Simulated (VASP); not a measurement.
The system is OsO3.

```xyz
4
Lattice="2.7546 0.0000 0.0000 0.0000 2.7546 0.0000 0.0000 0.0000 6.9795" Properties=species:S:1:pos:R:3 pbc="T T T"
Os    0.0000    0.0000    0.0000
O     1.3773    1.3773    5.3477
O     0.0000    0.0000    3.4898
O     1.3773    1.3773    1.6319
```

The cell was built by a generator and needn't be a form met in nature.

```yaml
Program: VASP 6.6.1
Task: relaxation of cell and atoms
Functional: PBE
Potentials_or_basis: VASP PAW PBE potentials, release 64 (Os, O)
Cutoff: 600 eV
k_mesh: 10 × 10 × 4
Occupations: gaussian, width 0.05 eV
Spin: no spin polarisation
```

At the start: pressure -33.1 GPa; volume 13.24 Å³/atom.

Q: Where does the relaxation end?

A: Over 26 steps the energy falls by 902.4 meV/atom and the volume is 10.96 Å³/atom (-17.2 %); space group P4/mmm (No. 123, to 0.05 Å).

Step by step:
```tsv
step	energy change (eV)	largest force (eV/Å)	pressure (GPa)	volume (Å³)
1	0.0000	4.0747	-33.08	52.96
2	-2.6625	0.5120	51.00	34.55
3	-3.1976	1.9673	9.04	38.43
4	-3.1989	1.8432	11.13	38.16
5	-3.4621	0.9750	6.56	39.52
6	-3.5076	0.0240	6.99	39.16
7	-3.5165	0.7476	-5.69	41.37
8	-3.5342	0.4141	-0.35	40.36
9	-3.5539	0.2967	-0.32	40.73
10	-3.5908	0.0578	0.30	41.83
11	-3.5834	0.8044	3.70	43.98
12	-3.5977	0.4732	1.96	42.93
13	-3.6075	0.1976	0.35	43.55
14	-3.6089	0.1003	-0.18	43.77
15	-3.6085	0.0888	-1.17	44.21
16	-3.6093	0.0337	-0.49	43.93
17	-3.6093	0.0244	-0.60	43.95
18	-3.6096	0.0201	-0.13	43.88
19	-3.6096	0.0213	-0.06	43.86
20	-3.6096	0.0184	0.07	43.84
21	-3.6096	0.0177	0.04	43.85
22	-3.6096	0.0181	0.00	43.86
23	-3.6096	0.0191	-0.02	43.86
24	-3.6096	0.0116	-0.08	43.86
25	-3.6096	0.0005	-0.11	43.86
26	-3.6096	0.0000	-0.03	43.84
```

Final structure:
```
Os O
1.0
     2.59284    0.00000    0.00000
     0.00000    2.59284    0.00000
     0.00000    0.00000    6.52174
Os O
1 3
Direct
  0.00000 0.00000 0.00000
  0.50000 0.50000 0.82017
  0.00000 0.00000 0.50000
  0.50000 0.50000 0.17983
```

Caveat: the volume moved by over 15 % at a fixed basis, so the end points are rough.
